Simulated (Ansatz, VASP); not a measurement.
# Cross-check of TiSi between VASP and Ansatz, part 2 of 2

Wanted: the spread between two codes on one cell, functional and k mesh. The cell is generated by rule, not measured, and may not be a known phase. Of the first pair: The two relaxations start from unlike cells of this crystal (the structure described is Ansatz's start), so only their ends are compared.

VASP 6.6.1 and Ansatz 0.2.0.

So far: Starting point; VASP: relaxation of cell and atoms, PBEsol, pair 1; Ansatz: relaxation of cell and atoms, PBEsol, pair 1; Comparison.

## 5. Ansatz: relaxation of cell and atoms, PBEsol, pair 2

Level of this step: Ansatz beside VASP: Kohn-Sham DFT, plane waves, PBEsol (Ansatz).

The relaxed volume is the usual yardstick between codes: in a stiff, nearly cubic crystal its relative difference is about their pressure difference at one cell divided by the bulk modulus. Its start cell is another than that of the pair before, and may be another structure of the material.

The cell is taken from a series of runs on this material, whose earlier steps may have relaxed, scaled, displaced or heated it; both programs get it as it stands.

Contents of input.yaml:

```yaml
crystal:
  lattice:
    - [3.4011040771, 0.0, 0.0]
    - [-1.7005520386, 2.9454425317, 0.0]
    - [0.0, 0.0, 6.5378100772]
  atoms:
    - { symbol: Ti, position: [0.0, 0.0, 0.0] }
    - { symbol: Ti, position: [0.0, 0.0, 0.5] }
    - { symbol: Si, position: [0.3333333333, 0.6666666667, 0.25] }
    - { symbol: Si, position: [0.6666666667, 0.3333333333, 0.75] }
kpoints:
  mp_grid: { grid: [12, 12, 6] }
hamiltonian:
  xc: pbesol
scf:
  occupations: { method: gaussian, width: 0.1 }
output:
  forces: true
  stress: true
  eigenvalues: true
relax:
  adjacent_minimum: "off"
  f_tol: 0.005
  max_steps: 80
  cell: { stress_tol: 0.05 }
```

On the command line:

```console
> ansatz run input.yaml --threads 4 --pin off --max-ram 7168MiB --backend cpu --events-out ev --progress --plain --runs-dir out
```

Numbers of over 12 decimals in the logs are rounded to 6 here.

Log:

```text
[...]
Crystal: 4 atoms, lattice volume = 65.494 Å³
Basis set: ecut = 420 eV, 1281 PW (Γ), exchange–correlation on 48×48×90 points (8 copies of the dense FFT grid, shifted against one another)
Bands: 20, of which v1, the nominal top of the filled ones, is band 16 counted from 1 (15 counted from 0)
Symmetry: 24 space group operations
[...]
k-points: 76 of 864
[...]
--- Relaxed structure (3 steps of the walk, 3 accepted, 1 SCFs on fresh bases) ---
[...]
cell:  # Å, volume = 65.6836 Å³
    - [3.410473, 2.894701726786254e-11, 0.0]
    - [-1.705237, 2.953557, 0.0]
    - [0.0, 0.0, 6.520743]
  atoms:
    - { symbol: Ti, position: [0, 0, 0.0] }
    - { symbol: Ti, position: [0, 0, 0.500000] }
    - { symbol: Si, position: [0.333333, 0.666667, 0.250000] }
    - { symbol: Si, position: [0.666667, 0.333333, 0.750000] }
[key lines of the parts left out:]
SCF converged after 8 iterations
Free energy (F): -6192.445502 eV
Fermi energy:    10.973426 eV
P = ⅓ Tr σ = -0.0099 GPa (-0.099 kbar)
```

## 6. VASP: relaxation of cell and atoms, PBEsol, pair 2

The same cell, functional, mesh and smearing now go to VASP, with its own data sets.

Contents of INCAR:

```
SYSTEM = TiSi
PREC = Accurate
ENCUT = 500
EDIFF = 1E-07
NELM = 120
ISMEAR = 0
SIGMA = 0.1
LREAL = .FALSE.
ALGO = Normal
GGA = PS
NBANDS = 22
LASPH = .TRUE.
LORBIT = 11
LWAVE = .FALSE.
LCHARG = .FALSE.
ISIF = 3
IBRION = 2
NSW = 80
EDIFFG = -0.005
GGA_COMPAT = .FALSE.
NELMIN = 4
```

Contents of POSCAR:

```
TiSi
1.0
    3.4011040000      0.0000000000      0.0000000000
   -1.7005520000      2.9454430000      0.0000000000
    0.0000000000      0.0000000000      6.5378100000
Ti Si
2 2
Direct
    0.0000000000      0.0000000000      0.0000000000
    0.0000000000      0.0000000000      0.5000000000
    0.3333332202      0.6666664403      0.2500000765
    0.6666666101      0.3333332202      0.7500000765
```

Contents of KPOINTS:

```
Automatic mesh
0
Gamma
12 12 6
0 0 0
```

PAW data sets: Ti_sv and Si (PBE family, release 64).

On the command line:

```console
> mpirun -np 1 vasp_std
```

Log:

```text
[banner, memory and clock lines left out]
running    1 mpi-ranks, on    1 nodes
[...]
[... a notice as in an earlier step ...]

 LDA part: xc-table for (Slater+PW92), standard interpolation
 POSCAR, INCAR and KPOINTS ok, starting setup
[...]
entering main loop
       N       E                     dE             d eps       ncg     rms          rms(c)
DAV:   1     0.310538787524E+03    0.31054E+03   -0.15173E+04  3344   0.153E+03
DAV:   2    -0.107367244861E+01   -0.31161E+03   -0.30368E+03  3376   0.445E+02
DAV:   3    -0.326841701436E+02   -0.31610E+02   -0.30189E+02  6098   0.122E+02
DAV:   4    -0.344503395742E+02   -0.17662E+01   -0.17555E+01  4458   0.259E+01
[...]
DAV:  13    -0.298284098991E+02    0.47690E-06   -0.19844E-06  4388   0.129E-02    0.309E-03
DAV:  14    -0.298284101765E+02   -0.27742E-06   -0.23645E-07  3890   0.501E-03    0.121E-03
DAV:  15    -0.298284102365E+02   -0.59975E-07   -0.81147E-08  2458   0.273E-03
   1 F= -.29828410E+02 E0= -.29822305E+02  d E =-.298284E+02
[... from here on, the cycles between the ionic steps are left out ...]
   2 F= -.29828448E+02 E0= -.29822340E+02  d E =-.378107E-04
   3 F= -.29828523E+02 E0= -.29822416E+02  d E =-.113023E-03
   4 F= -.29828548E+02 E0= -.29822463E+02  d E =-.248974E-04
   5 F= -.29828599E+02 E0= -.29822580E+02  d E =-.759030E-04
[...]
reached required accuracy - stopping structural energy minimisation
```

OUTCAR, selected parts (step 6):

```text
  Total        0.0085359      0.0085359     -0.0145353      0.0000000      0.0000000      0.0000000
  in kB        0.2082558      0.2082559     -0.3546258      0.0000000      0.0000000      0.0000000
  external PRESSURE =       0.0206287 kB  Pullay stress =       0.0000000 kB

 POSITION                                       TOTAL-FORCE (eV/Angst)
 -----------------------------------------------------------------------------------
     -0.00000      0.00000      0.00000        -0.000000      0.000000      0.000000
      0.00000      0.00000      3.26561         0.000000      0.000000      0.000000
      0.00000      1.96725      1.63281        -0.000000     -0.000000      0.000000
      1.70369      0.98362      4.89842         0.000000      0.000000      0.000000
 -----------------------------------------------------------------------------------
    total drift:                               -0.000000      0.000002      0.000060

  FREE ENERGIE OF THE ION-ELECTRON SYSTEM (eV)
  ---------------------------------------------------
  free  energy   TOTEN  =       -29.8285991625 eV

  energy  without entropy=      -29.8165613285  energy(sigma->0) =      -29.82258025

[... 1 part as in an earlier step ...]

[... 3 further parts left out ...]
[key lines of the parts left out:]
E-fermi :   8.0922
```

## 7. Differences

The two programs side by side:

```tsv
quantity	Ansatz	VASP	difference
volume (Å³)	65.68	65.67	+0.02 %
edge a after relaxation, in the typed setting (Å)	3.410	3.407	+0.09 %
edge c after relaxation, in the typed setting (Å)	6.521	6.531	-0.16 %
```

## 8. Ansatz: relaxation of cell and atoms, PBEsol, pair 3

The relaxed volume is the usual yardstick between codes: in a stiff, nearly cubic crystal its relative difference is about their pressure difference at one cell divided by the bulk modulus.

The cell is taken from a series of runs on this material, whose earlier steps may have relaxed, scaled, displaced or heated it; both programs get it as it stands.

Contents of input.yaml:

```yaml
crystal:
  lattice:
    - [3.4104734297, 0.0, 0.0]
    - [-1.7052367149, 2.953556629, 0.0]
    - [0.0, 0.0, 6.5207426818]
  atoms:
    - { symbol: Ti, position: [0.0, 0.0, 0.0] }
    - { symbol: Ti, position: [0.0, 0.0, 0.5] }
    - { symbol: Si, position: [0.3333333333, 0.6666666667, 0.25] }
    - { symbol: Si, position: [0.6666666667, 0.3333333333, 0.75] }
kpoints:
  mp_grid: { grid: [12, 12, 6] }
hamiltonian:
  xc: pbesol
scf:
  occupations: { method: methfessel_paxton, width: 0.15 }
output:
  forces: true
  stress: true
  eigenvalues: true
relax:
  adjacent_minimum: "off"
  f_tol: 0.001
  max_steps: 60
  cell: { stress_tol: 0.01 }
```

On the command line:

```console
> ansatz run input.yaml --threads 4 --pin off --max-ram 7168MiB --backend cpu --events-out ev --progress --plain --runs-dir out
```

Log:

```text
[...]
Crystal: 4 atoms, lattice volume = 65.684 Å³
Basis set: ecut = 420 eV, 1305 PW (Γ), exchange–correlation on 48×48×90 points (8 copies of the dense FFT grid, shifted against one another)
Bands: 20, of which v1, the nominal top of the filled ones, is band 16 counted from 1 (15 counted from 0)
Symmetry: 24 space group operations
[...]
k-points: 76 of 864
[...]
--- Relaxed structure (3 steps of the walk, 3 accepted, 1 SCFs on fresh bases) ---
[...]
cell:  # Å, volume = 65.7704 Å³
    - [3.418938, 2.8939225735057082e-11, 0.0]
    - [-1.709469, 2.960887, 0.0]
    - [0.0, 0.0, 6.497066]
  atoms:
    - { symbol: Ti, position: [0, 0, 0] }
    - { symbol: Ti, position: [0, 0, 0.5] }
    - { symbol: Si, position: [0.333333, 0.666667, 0.25] }
    - { symbol: Si, position: [0.666667, 0.333333, 0.750000] }
[key lines of the parts left out:]
SCF converged after 5 iterations
Free energy (F): -6192.439084 eV
Fermi energy:    10.959193 eV
P = ⅓ Tr σ = -0.0021 GPa (-0.021 kbar)
```

## 9. VASP: relaxation of cell and atoms, PBEsol, pair 3

The same cell, functional, mesh and smearing now go to VASP, with its own data sets.

INCAR: that of step 6 with these lines changed.

```diff
@@ -5,4 +5,4 @@
 NELM = 120
-ISMEAR = 0
-SIGMA = 0.1
+ISMEAR = 1
+SIGMA = 0.15
 LREAL = .FALSE.
```

Contents of POSCAR:

```
TiSi
1.0
    3.4104730000      0.0000000000      0.0000000000
   -1.7052370000      2.9535570000      0.0000000000
    0.0000000000      0.0000000000      6.5207430000
Ti Si
2 2
Direct
    0.0000000000      0.0000000000      0.0000000000
    0.0000000000      0.0000000000      0.4999999233
    0.3333334311      0.6666666667      0.2500000383
    0.6666668621      0.3333333333      0.7499999617
```

KPOINTS is that of step 6.

On the command line:

```console
> mpirun -np 1 vasp_std
```

Log:

```text
[... set-up lines as in an earlier step ...]
 entering main loop
       N       E                     dE             d eps       ncg     rms          rms(c)
DAV:   1     0.308263452878E+03    0.30826E+03   -0.15088E+04  3344   0.154E+03
DAV:   2    -0.148555481351E+01   -0.30975E+03   -0.30093E+03  3386   0.443E+02
DAV:   3    -0.327387870366E+02   -0.31253E+02   -0.30029E+02  6076   0.122E+02
DAV:   4    -0.344545594576E+02   -0.17158E+01   -0.17067E+01  4372   0.257E+01
[...]
DAV:  13    -0.298220599055E+02    0.37343E-06   -0.20272E-06  4518   0.129E-02    0.323E-03
DAV:  14    -0.298220602050E+02   -0.29952E-06   -0.24620E-07  4008   0.516E-03    0.117E-03
DAV:  15    -0.298220602559E+02   -0.50873E-07   -0.79732E-08  2510   0.265E-03
   1 F= -.29822060E+02 E0= -.29822646E+02  d E =-.298221E+02
[...]
2 F= -.29822107E+02 E0= -.29822699E+02  d E =-.471809E-04
[...]
3 F= -.29822136E+02 E0= -.29822735E+02  d E =-.758511E-04
[...]
4 F= -.29822164E+02 E0= -.29822765E+02  d E =-.278149E-04
[...]
5 F= -.29822200E+02 E0= -.29822808E+02  d E =-.642787E-04
[...]
reached required accuracy - stopping structural energy minimisation
```

From OUTCAR (step 9):

```text
  Total        0.0173809      0.0173809      0.0132204     -0.0000000     -0.0000000      0.0000000
  in kB        0.4235105      0.4235107      0.3221340     -0.0000001     -0.0000000      0.0000000
  external PRESSURE =       0.3897184 kB  Pullay stress =       0.0000000 kB

 POSITION                                       TOTAL-FORCE (eV/Angst)
 -----------------------------------------------------------------------------------
      0.00000     -0.00000     -0.00000         0.000000      0.000000      0.000000
     -1.70836      2.95897      3.25190        -0.000000      0.000000      0.000000
     -0.00000      1.97265      1.62595        -0.000000      0.000000     -0.000000
      1.70836      0.98632      4.87786         0.000000     -0.000000      0.000000
 -----------------------------------------------------------------------------------
    total drift:                               -0.000001      0.000000      0.000935

  FREE ENERGIE OF THE ION-ELECTRON SYSTEM (eV)
  ---------------------------------------------------
  free  energy   TOTEN  =       -29.8222003857 eV

  energy  without entropy=      -29.8240239312  energy(sigma->0) =      -29.82280823

[... 2 parts as in an earlier step ...]

[... 2 further parts left out ...]
[key lines of the parts left out:]
E-fermi :   8.0819
```

## 10. Comparison

Compared:

```tsv
quantity	Ansatz	VASP	difference
volume (Å³)	65.77	65.75	+0.03 %
edge a after relaxation, in the typed setting (Å)	3.419	3.417	+0.06 %
edge c after relaxation, in the typed setting (Å)	6.497	6.504	-0.10 %
```

## 11. What came out

* difference in volume (relaxation of cell and atoms, PBEsol, pair 1): -0.14 %
* difference in edge c after relaxation, in the typed setting (relaxation of cell and atoms, PBEsol, pair 2): -0.16 %
* difference in edge c after relaxation, in the typed setting (relaxation of cell and atoms, PBEsol, pair 3): -0.10 %

In words: The difference in edge c after relaxation, in the typed setting is -0.16 % (relaxation of cell and atoms, PBEsol, pair 2), within the 1.2 % picked in this series as the mark of a large difference, as far as the stopping tolerances let one tell. How closely two codes agree says nothing of how well the functional describes the real material.

[Lines on the potential files, build, host, timing and source positions are cut from VASP's logs without a mark.]

[Logs are printed without paths, hosts, clocks, repeated set-up lines and the standing remarks that a program may print on its own settings, such as how far it seeks lower states.]

[Hosts, paths, dates, database ids (printed as entryN), source tags and the programs' standing remarks are cut or masked in the printed files.]
